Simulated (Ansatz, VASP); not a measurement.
# Al3ZnN3O in two plane-wave programs, part 2 of 2

One calculation is typed for both programs; each brings its own data sets. How far apart do they land? The cell is generated by rule, not measured, and may not be a known phase. The cell is taken from a series of runs on this material, whose earlier steps may have relaxed, scaled, displaced or heated it; both programs get it as it stands.

VASP 6.6.1 and Ansatz 0.2.0.

So far: Starting point; Ansatz: relaxation of cell and atoms, PBEsol, pair 1.

## 3. VASP: relaxation of cell and atoms, PBEsol, pair 1

Level of this step: PBEsol; plane waves and PAW (Al, N, O, Zn); invented cell (VASP).

The same cell, functional, mesh and smearing now go to VASP, with its own data sets.

Lines of VASP's logs that name or quote its potential files are left out, and so is its time.

Input file INCAR:

```
SYSTEM = Al3ZnN3O
PREC = Accurate
ENCUT = 600
EDIFF = 1E-07
NELM = 120
ISMEAR = 0
SIGMA = 0.1
LREAL = .FALSE.
ALGO = Normal
GGA = PS
NBANDS = 29
LORBIT = 11
LWAVE = .FALSE.
LCHARG = .FALSE.
ISIF = 3
IBRION = 2
NSW = 80
EDIFFG = -0.005
LASPH = .TRUE.
GGA_COMPAT = .FALSE.
NELMIN = 4
KPAR = 2
```

Input file POSCAR:

```
Al3ZnN3O
1.0
    3.1675150000      0.0000000000      0.0000000000
   -1.5837580000      2.7431490000      0.0000000000
    0.0000000000      0.0000000000     10.1326010000
Al N O Zn
3 3 1 1
Direct
    0.3333335438      0.6666666666      0.0041042769
    0.6666668771      0.3333333333      0.2516680564
    0.3333335438      0.6666666666      0.4999460652
    0.3333335438      0.6666666666      0.1876647467
    0.6666668771      0.3333333333      0.4352085906
    0.3333335438      0.6666666666      0.6844484452
    0.6666668771      0.3333333333      0.9631186504
    0.6666668771      0.3333333333      0.7238410947
```

Input file KPOINTS:

```
Automatic mesh
0
Gamma
15 15 4
0 0 0
```

Potentials, in the order of the species: Al, N, O and Zn (PBE family, release 64).

Command:

```sh
$ mpirun -np 2 vasp_std
```

Numbers of over 12 decimals in the logs are rounded to 6 here.

What it wrote:

```text
[banner, memory and clock lines left out]
running    2 mpi-ranks, on    1 nodes
 distrk:  each k-point on    1 cores,    2 groups
 distr:  one band on    1 cores,    1 groups

 POSCAR found type information on POSCAR AlN O Zn
 POSCAR found :  4 types and       8 ions
|                                                                             |
|               ----> ADVICE to this user running VASP <----                  |
|                                                                             |
|     You enforced a specific xc type in the INCAR file but a different       |
|     [... a line on the potential file left out ...]
|     I HOPE YOU KNOW WHAT YOU ARE DOING!                                     |
|                                                                             |

 LDA part: xc-table for (Slater+PW92), standard interpolation
 POSCAR, INCAR and KPOINTS ok, starting setup
 FFT: planning ... GRIDC
 FFT: planning ... GRID_SOFT
 FFT: planning ... GRID
 WAVECAR not read
 entering main loop
       N       E                     dE             d eps       ncg     rms          rms(c)
DAV:   1     0.332753534756E+03    0.33275E+03   -0.21497E+04  5800   0.171E+03
DAV:   2    -0.199666141977E+02   -0.35272E+03   -0.33133E+03  6352   0.395E+02
DAV:   3    -0.628651286319E+02   -0.42899E+02   -0.42315E+02  6911   0.140E+02
DAV:   4    -0.641708565888E+02   -0.13057E+01   -0.13007E+01  7339   0.250E+01
DAV:   5    -0.641893003672E+02   -0.18444E-01   -0.18432E-01  7062   0.314E+00    0.188E+01
DAV:   6    -0.553591862053E+02    0.88301E+01   -0.29037E+01  8997   0.640E+01    0.921E+00
DAV:   7    -0.555290480255E+02   -0.16986E+00   -0.49848E+00  6907   0.161E+01    0.550E+00
DAV:   8    -0.554560355829E+02    0.73012E-01   -0.12863E+00  8100   0.867E+00    0.263E+00
DAV:   9    -0.553789619711E+02    0.77074E-01   -0.28965E-01  7672   0.453E+00    0.809E-01
DAV:  10    -0.553721234394E+02    0.68385E-02   -0.99896E-02  8858   0.266E+00    0.327E-01
DAV:  11    -0.553719896090E+02    0.13383E-03   -0.93639E-03  7590   0.785E-01    0.165E-01
DAV:  12    -0.553719670023E+02    0.22607E-04   -0.93338E-04  7878   0.275E-01    0.668E-02
DAV:  13    -0.553719746725E+02   -0.76701E-05   -0.14970E-04  8296   0.264E-01    0.210E-02
DAV:  14    -0.553719772867E+02   -0.26143E-05   -0.53020E-05  7725   0.763E-02    0.161E-02
DAV:  15    -0.553719746594E+02    0.26273E-05   -0.17777E-05  8291   0.351E-02    0.239E-03
DAV:  16    -0.553719748851E+02   -0.22568E-06   -0.23128E-06  6888   0.119E-02    0.165E-03
DAV:  17    -0.553719748977E+02   -0.12587E-07   -0.13447E-07  4431   0.442E-03
   1 F= -.55371975E+02 E0= -.55369400E+02  d E =-.553720E+02
[...]
2 F= -.55372025E+02 E0= -.55369488E+02  d E =-.503763E-04
[...]
3 F= -.55372133E+02 E0= -.55369578E+02  d E =-.157919E-03
[...]
4 F= -.55372133E+02 E0= -.55369578E+02  d E =-.157870E-03
 curvature:  -0.28 expect dE=-0.807E-05 dE for cont linesearch -0.372E-07
 ZBRENT: accuracy reached
 trial: gam= 0.06577 g(F)=  0.224E-04 g(S)=  0.696E-05 ort =-0.886E-05 (trialstep = 0.911E+00)
 search vector abs. value=  0.307E-04
 bond charge predicted
       N       E                     dE             d eps       ncg     rms          rms(c)
DAV:   1    -0.553721495707E+02   -0.16786E-04   -0.44809E-03  5830   0.407E-01    0.145E-02
DAV:   2    -0.553721504526E+02   -0.88192E-06   -0.70987E-05  7560   0.618E-02    0.115E-02
DAV:   3    -0.553721488478E+02    0.16048E-05   -0.32318E-06  7915   0.247E-02    0.615E-03
DAV:   4    -0.553721481702E+02    0.67759E-06   -0.23432E-06  7383   0.144E-02    0.251E-03
DAV:   5    -0.553721481461E+02    0.24102E-07   -0.52727E-07  6587   0.770E-03
   5 F= -.55372148E+02 E0= -.55369585E+02  d E =-.153780E-04
 trial-energy change:   -0.000015  1 .order   -0.000015   -0.000026   -0.000005
 step:   1.1026(harm=  1.1026)  dis= 0.00066  next Energy=   -55.372149 (dE=-0.159E-04)
 reached required accuracy - stopping structural energy minimisation
```

From OUTCAR (step 3):

```text
ion  position               nearest neighbor table
   1  0.333  0.667  0.004-   4 1.86   7 1.88   7 1.88   7 1.88   2 3.10   2 3.10   2 3.10
   2  0.667  0.333  0.252-   5 1.86   4 1.94   4 1.94   4 1.94   1 3.10   1 3.10   1 3.10   3 3.11
                             3 3.11   3 3.11
   3  0.333  0.667  0.500-   6 1.87   5 1.94   5 1.94   5 1.94   8 2.91   8 2.91   8 2.91   2 3.11
                             2 3.11   2 3.11
   4  0.333  0.667  0.188-   1 1.86   2 1.94   2 1.94   2 1.94
   5  0.667  0.333  0.435-   2 1.86   3 1.94   3 1.94   3 1.94
   6  0.333  0.667  0.684-   3 1.87   8 1.87   8 1.87   8 1.87
   7  0.667  0.333  0.963-   1 1.88   1 1.88   1 1.88   8 2.42
   8  0.667  0.333  0.724-   6 1.87   6 1.87   6 1.87   7 2.42   3 2.91   3 2.91   3 2.91

  LATTYP: Found a hexagonal cell.
 ALAT       =     3.1675150000
 C/A-ratio  =     3.1989117652

 Subroutine GETGRP returns: Found  6 space group operations
 (whereof  6 operations were pure point group operations)

The static configuration has the point symmetry C_3v.

 Found    100 irreducible k-points:

   k-points           NKPTS =    100   k-points in BZ     NKDIM =    100   number of bands    NBANDS=     29

   dimension x,y,z NGX =    28 NGY =   28 NGZ =   84
   dimension x,y,z NGXF=    56 NGYF=   56 NGZF=  168

   ENCUT  =  600.0 eV  44.10 Ry    6.64 a.u.   6.33  6.33 20.24*2*pi/ulx,y,z

   NELECT =      42.0000    total number of electrons

 k-points in reciprocal lattice and weights: Automatic mesh
   0.00000000  0.00000000  0.00000000       0.001
   0.06666667  0.00000000  0.00000000       0.007
   0.13333333 -0.00000000  0.00000000       0.007
   0.20000000  0.00000000  0.00000000       0.007
   0.26666667 -0.00000000  0.00000000       0.007
   0.33333333  0.00000000  0.00000000       0.007
   0.40000000 -0.00000000  0.00000000       0.007
   0.46666667  0.00000000  0.00000000       0.007
   0.06666667  0.06666667  0.00000000       0.007
[...]
0.33333333  0.26666667  0.50000000       0.013
   0.33333333  0.33333333  0.50000000       0.002

 average (electrostatic) potential at core
       1 -75.1028       2 -73.2388       3 -72.4670       4 -61.9740       5 -61.1745
       6 -60.6147       7 -71.2763       8 -31.0474

 E-fermi :   7.3031

 k-point     1 :       0.0000    0.0000    0.0000
  band No.  band energies     occupation
    ...
     16       3.6230      2.00000
     17       4.3814      2.00000
     18       4.5133      2.00000
     19       4.5133      2.00000
     20       6.5426      2.00000
     21       7.5499      0.00048
     22       7.5499      0.00048
     23       9.6314      0.00000
     24      10.2876      0.00000
     25      11.1161      0.00000
    ...

 k-point     2 :       0.0667    0.0000    0.0000
  band No.  band energies     occupation
    ...
     17       4.2598      2.00000
     18       4.3754      2.00000
     19       4.4744      2.00000
     20       6.7353      2.00000
     21       7.2821      1.23405
     22       7.4568      0.02973
     23       9.8484      0.00000
     24      10.4539      0.00000
     25      11.2831      0.00000
     26      13.3097      0.00000
    ...

 k-point     3 :       0.1333   -0.0000    0.0000
  band No.  band energies     occupation
    ...
     18       4.3457      2.00000
     19       4.3663      2.00000
     20       6.5298      2.00000
     21       7.1991      1.85887
     22       7.3108      0.91333
     23      10.3043      0.00000
     24      10.7513      0.00000
     25      11.6575      0.00000
     26      12.8666      0.00000
     27      13.5741      0.00000
    ...

  Total       -0.0137947     -0.0137947      0.0149865      0.0000000      0.0000000     -0.0000000
  in kB       -0.2508139     -0.2508140      0.2724843      0.0000000      0.0000000     -0.0000000
  external PRESSURE =      -0.0763812 kB  Pullay stress =       0.0000000 kB

  energy-cutoff  :      600.00
  volume of cell :       88.12
      direct lattice vectors                 reciprocal lattice vectors
     3.168919705 -0.000000000 -0.000000000     0.315564954  0.182191532 -0.000000000
    -1.584460353  2.744365511 -0.000000000     0.000000000  0.364382950 -0.000000000
     0.000000000  0.000000000 10.132517039     0.000000000  0.000000000  0.098692161

 POSITION                                       TOTAL-FORCE (eV/Angst)
 -----------------------------------------------------------------------------------
      0.00000      1.82958      0.04152         0.000000     -0.000000      0.001595
      1.58446      0.91479      2.55103         0.000000     -0.000000      0.003916
      0.00000      1.82958      5.06635         0.000000     -0.000000     -0.002753
      0.00000      1.82958      1.90043         0.000000     -0.000000      0.001497
      1.58446      0.91479      4.40999        -0.000000     -0.000000     -0.004660
      0.00000      1.82958      6.93307        -0.000000     -0.000000     -0.003222
      1.58446      0.91479      9.75929         0.000000      0.000000     -0.000099
      1.58446      0.91479      7.33526         0.000000     -0.000000      0.003727
 -----------------------------------------------------------------------------------
    total drift:                               -0.002119     -0.000022     -0.000255

  FREE ENERGIE OF THE ION-ELECTRON SYSTEM (eV)
  ---------------------------------------------------
  free  energy   TOTEN  =       -55.3721481461 eV

  energy  without entropy=      -55.3670213186  energy(sigma->0) =      -55.36958473

 reached required accuracy - stopping structural energy minimisation

 total charge
# of ion       s       p       d       tot
------------------------------------------
    1        0.352   0.382   0.000   0.734
    2        0.366   0.421   0.000   0.787
    3        0.364   0.417   0.000   0.781
    4        1.216   2.587   0.000   3.802
    5        1.215   2.581   0.000   3.797
    6        1.218   2.534   0.000   3.752
    7        1.554   3.534   0.000   5.088
    8        0.610   0.680   9.881  11.171
--------------------------------------------------
tot          6.895  13.136   9.881  29.912

[... 3 further parts left out ...]
```

CONTCAR:

```
Al3ZnN3O
   1.00000000000000
     3.1689197046609108   -0.0000000002559664   -0.0000000000000000
    -1.5844603527738650    2.7443655107716012   -0.0000000000000000
     0.0000000000000000    0.0000000000000000   10.1325170390162906
  Al              N               O               Zn
     3     3     1     1
Direct
     0.3333335438000020    0.6666666666000012    0.0040980798229211
     0.6666668770999991    0.3333333332999970    0.2517669896121789
     0.3333335438000020    0.6666666666000012    0.5000087971284457
     0.3333335438000020    0.6666666666000012    0.1875579579310229
     0.6666668770999991    0.3333333332999970    0.4352315909355171
     0.3333335438000020    0.6666666666000012    0.6842391922151571
     0.6666668770999991    0.3333333332999970    0.9631650604001099
     0.6666668770999991    0.3333333332999970    0.7239322580546431
```

The PAW data sets were made with PBE, which is usual practice but a small mismatch for other functionals. The run keeps the 6 symmetry operations of its start, so it cannot find a distortion of lower symmetry.

## 4. Comparison

Known differences besides the potentials themselves: the cutoff is 420 eV in Ansatz and 600 eV in VASP; Ansatz makes its cores anew for this functional, VASP keeps those of its PBE data sets; Ansatz adds a Pulay correction to the stress that steers its cell, VASP none. Total energies have different zeros and are not compared.

Both answers:

```
                                         quantity  Ansatz    VASP  difference
                                      volume (Å³)   88.20   88.12     +0.09 %
edge a after relaxation, in the typed setting (Å)   3.167   3.169     -0.08 %
edge c after relaxation, in the typed setting (Å)  10.157  10.133     +0.24 %
```

## 5. VASP: relaxation of cell and atoms, PBEsol, pair 2

The relaxed volume is the usual yardstick between codes: in a stiff, nearly cubic crystal its relative difference is about their pressure difference at one cell divided by the bulk modulus.

INCAR, as its differences from that of step 3:

```diff
@@ -5,4 +5,4 @@
 NELM = 120
-ISMEAR = 0
-SIGMA = 0.1
+ISMEAR = 1
+SIGMA = 0.2
 LREAL = .FALSE.
```

Input file POSCAR:

```
Al3ZnN3O
1.0
    3.1665110000      0.0000000000      0.0000000000
   -1.5832550000      2.7422790000      0.0000000000
    0.0000000000      0.0000000000     10.1571510000
Al N O Zn
3 3 1 1
Direct
    0.3333331228      0.6666666666      0.0049667471
    0.6666664561      0.3333333333      0.2520830890
    0.3333331228      0.6666666666      0.4998199790
    0.3333331228      0.6666666666      0.1877887805
    0.6666664561      0.3333333333      0.4349725627
    0.3333331228      0.6666666666      0.6835302537
    0.6666664561      0.3333333333      0.9634552051
    0.6666664561      0.3333333333      0.7233836535
```

KPOINTS is that of step 3.

Command:

```sh
$ mpirun -np 2 vasp_std
```

What it wrote:

```text
[banner, memory and clock lines left out]
running    2 mpi-ranks, on    1 nodes
[...]
[... a notice as in an earlier step ...]

 LDA part: xc-table for (Slater+PW92), standard interpolation
 POSCAR, INCAR and KPOINTS ok, starting setup
[...]
entering main loop
       N       E                     dE             d eps       ncg     rms          rms(c)
DAV:   1     0.331631306891E+03    0.33163E+03   -0.21456E+04  5800   0.171E+03
DAV:   2    -0.207357996748E+02   -0.35237E+03   -0.33121E+03  6364   0.394E+02
DAV:   3    -0.629439882535E+02   -0.42208E+02   -0.41660E+02  7005   0.139E+02
DAV:   4    -0.641854649869E+02   -0.12415E+01   -0.12369E+01  7243   0.247E+01
[...]
DAV:  15    -0.553711086258E+02    0.67828E-06   -0.10409E-05  8270   0.239E-02    0.231E-03
DAV:  16    -0.553711086669E+02   -0.41032E-07   -0.12090E-06  6766   0.832E-03    0.150E-03
DAV:  17    -0.553711086921E+02   -0.25296E-07   -0.11229E-07  4363   0.263E-03
   1 F= -.55371109E+02 E0= -.55369912E+02  d E =-.553711E+02
[... from here on, the cycles between the ionic steps are left out ...]
   2 F= -.55371150E+02 E0= -.55369947E+02  d E =-.412827E-04
   3 F= -.55371178E+02 E0= -.55369977E+02  d E =-.692073E-04
   4 F= -.55371199E+02 E0= -.55369997E+02  d E =-.208385E-04
   5 F= -.55371202E+02 E0= -.55370000E+02  d E =-.239494E-04
   6 F= -.55371206E+02 E0= -.55370004E+02  d E =-.422556E-05
 trial-energy change:   -0.000004  1 .order   -0.000004   -0.000008    0.000001
 step:   0.9047(harm=  0.9047)  dis= 0.00045  next Energy=   -55.371206 (dE=-0.390E-05)
 reached required accuracy - stopping structural energy minimisation
```

Parts of OUTCAR (step 5):

```text
  Total        0.0105814      0.0105814      0.0076790      0.0000000      0.0000000      0.0000000
  in kB        0.1921637      0.1921637      0.1394553      0.0000000      0.0000000      0.0000000
  external PRESSURE =       0.1745942 kB  Pullay stress =       0.0000000 kB

 POSITION                                       TOTAL-FORCE (eV/Angst)
 -----------------------------------------------------------------------------------
     -0.00000      1.82854      0.04931         0.000000      0.000000      0.000703
      1.58356      0.91427      2.55960         0.000000      0.000000     -0.000172
     -0.00000      1.82854      5.07474         0.000000      0.000000      0.001569
     -0.00000      1.82854      1.90807         0.000000     -0.000000     -0.004785
      1.58356      0.91427      4.41792        -0.000000     -0.000000     -0.003499
     -0.00000      1.82854      6.94089         0.000000     -0.000000      0.004023
      1.58356      0.91427      9.78513        -0.000000      0.000000     -0.001071
      1.58356      0.91427      7.34899         0.000000      0.000000      0.003232
 -----------------------------------------------------------------------------------
    total drift:                                0.002117     -0.000001     -0.000325

  FREE ENERGIE OF THE ION-ELECTRON SYSTEM (eV)
  ---------------------------------------------------
  free  energy   TOTEN  =       -55.3712060744 eV

  energy  without entropy=      -55.3675991006  energy(sigma->0) =      -55.37000375

[... 2 parts as in an earlier step ...]

[... 2 further parts left out ...]
[key lines of the parts left out:]
E-fermi :   7.2939
```

## 6. Ansatz: relaxation of cell and atoms, PBEsol, pair 2

The same cell, functional, mesh and smearing now go to Ansatz, which takes its cutoff from its data sets.

The cell is taken from a series of runs on this material, whose earlier steps may have relaxed, scaled, displaced or heated it; both programs get it as it stands.

Input file input.yaml:

```yaml
crystal:
  lattice:
    - [3.1665108381, 0.0, 0.0]
    - [-1.5832554191, 2.7422788271, 0.0]
    - [0.0, 0.0, 10.1571514814]
  atoms:
    - { symbol: Al, position: [0.3333333333, 0.6666666667, 0.0049667152] }
    - { symbol: Al, position: [0.6666666667, 0.3333333333, 0.2520830331] }
    - { symbol: Al, position: [0.3333333333, 0.6666666667, 0.4998199779] }
    - { symbol: "N", position: [0.3333333333, 0.6666666667, 0.1877887601] }
    - { symbol: "N", position: [0.6666666667, 0.3333333333, 0.4349725134] }
    - { symbol: "N", position: [0.3333333333, 0.6666666667, 0.6835302589] }
    - { symbol: O, position: [0.6666666667, 0.3333333333, 0.9634551323] }
    - { symbol: Zn, position: [0.6666666667, 0.3333333333, 0.7233836092] }
kpoints:
  mp_grid: { grid: [15, 15, 4] }
hamiltonian:
  xc: pbesol
scf:
  occupations: { method: methfessel_paxton, width: 0.2 }
output:
  forces: true
  stress: true
  eigenvalues: true
relax:
  adjacent_minimum: "off"
  f_tol: 0.001
  max_steps: 60
  cell: { stress_tol: 0.01 }
```

Command:

```sh
$ ansatz run input.yaml --threads 8 --pin off --max-ram 14336MiB --backend cpu --events-out ev --progress --plain --runs-dir out
```

What it wrote:

```text
[...]
Crystal: 8 atoms, lattice volume = 88.199 Å³
Basis set: ecut = 420 eV, 1701 PW (Γ), exchange–correlation on 48×48×144 points (8 copies of the dense FFT grid, shifted against one another)
Bands: 29, of which v1, the nominal top of the filled ones, is band 21 counted from 1 (20 counted from 0)
Symmetry: 6 space group operations
[...]
k-points: 100 of 900 (time reversal used)
[...]
atoms:
    - { symbol: Al, position: [0.333333, 0.666667, 0.00521288] }
    - { symbol: Al, position: [0.666667, 0.333333, 0.252158] }
    - { symbol: Al, position: [0.333333, 0.666667, 0.499722] }
    - { symbol: N, position: [0.333333, 0.666667, 0.187889] }
    - { symbol: N, position: [0.666667, 0.333333, 0.434898] }
    - { symbol: N, position: [0.333333, 0.666667, 0.683278] }
    - { symbol: O, position: [0.666667, 0.333333, 0.963564] }
    - { symbol: Zn, position: [0.666667, 0.333333, 0.723278] }
[key lines of the parts left out:]
SCF converged after 9 iterations
Free energy (F): -6558.705740 eV
Fermi energy:    9.623627 eV
P = ⅓ Tr σ = -0.0007 GPa (-0.007 kbar)
```

## 7. Differences

Both answers:

```csv
quantity,Ansatz,VASP,difference
volume (Å³),88.25,88.22,+0.03 %
"edge a after relaxation, in the typed setting (Å)",3.166,3.167,-0.04 %
"edge c after relaxation, in the typed setting (Å)",10.166,10.156,+0.10 %
```

## 8. What came out

```yaml
difference_in_edge_c_after_relaxation_in_the_typed_setting_relaxation_of_cell_and_atoms_pbesol_pair_1: 0.24 %
difference_in_edge_c_after_relaxation_in_the_typed_setting_relaxation_of_cell_and_atoms_pbesol_pair_2: 0.10 %
```

The difference in edge c after relaxation, in the typed setting is 0.24 % (relaxation of cell and atoms, PBEsol, pair 1), within the 1.2 % picked in this series as the mark of a large difference, as far as the stopping tolerances let one tell. 1 further run of this series is not shown here. Such differences can come from data sets, numerical settings and the points named under the comparisons, not from the functional's error against experiment.

[Lines on the potential files, build, host, timing and source positions are cut from VASP's logs without a mark.]

[Logs are printed without paths, hosts, clocks, repeated set-up lines and the standing remarks that a program may print on its own settings, such as how far it seeks lower states.]

[Hosts, paths, dates, database ids (printed as entryN), source tags and the programs' standing remarks are cut or masked in the printed files.]
